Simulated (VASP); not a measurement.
Given:

```yaml
crystal:
  lattice:
    - [4.84059, 0.00000, 0.00000]
    - [0.00000, 4.84059, 0.00000]
    - [0.00000, 0.00000, 4.84059]
  atoms:
    - { symbol: Cs, position: [0.50000, 0.50000, 0.50000] }
    - { symbol: Pb, position: [0.00000, 0.00000, 0.00000] }
    - { symbol: F, position: [0.00000, 0.50000, 0.00000] }
    - { symbol: F, position: [0.50000, 0.00000, 0.00000] }
    - { symbol: F, position: [0.00000, 0.00000, 0.50000] }
```

Method: PBEsol GGA, VASP's PBE PAW potentials (set 64) (plane waves; VASP). Settings: 400 eV cut-off, 4×4×4 Γ-centred mesh, Gaussian smearing of 0.010 eV, potentials Cs_sv Pb_d F.

Unless said otherwise, spin-orbit coupling is left out, though it shifts the bands of the heavy elements here.

Q: Give the energies of bands 13 to 25 at the high-symmetry points, in eV from the valence-band maximum.

A: 
```tsv
band	Γ	X	M	R
13	-5.92	-7.11	-7.68	-8.02
14	-5.14	-5.15	-5.03	-3.66
15	-5.14	-5.15	-4.04	-3.66
16	-5.14	-3.98	-3.64	-3.66
17	-3.54	-3.64	-3.64	-3.57
18	-3.54	-3.58	-3.58	-3.57
19	-3.54	-3.58	-3.57	-3.25
20	-3.43	-3.50	-3.57	-3.25
21	-3.43	-3.50	-3.26	-3.25
22	-3.43	-1.99	-0.92	0.00
23	4.45	3.11	3.68	2.69
24	4.74	5.32	3.68	2.69
25	4.74	5.33	5.64	2.69
```

The gap is direct, 2.69 eV, from the valence maximum at R to the conduction minimum at R.

The structure comes from a computed database's CsPbF3 entry (Pm-3m); how it stands against other phases isn't given here. The cell was not relaxed at this level.
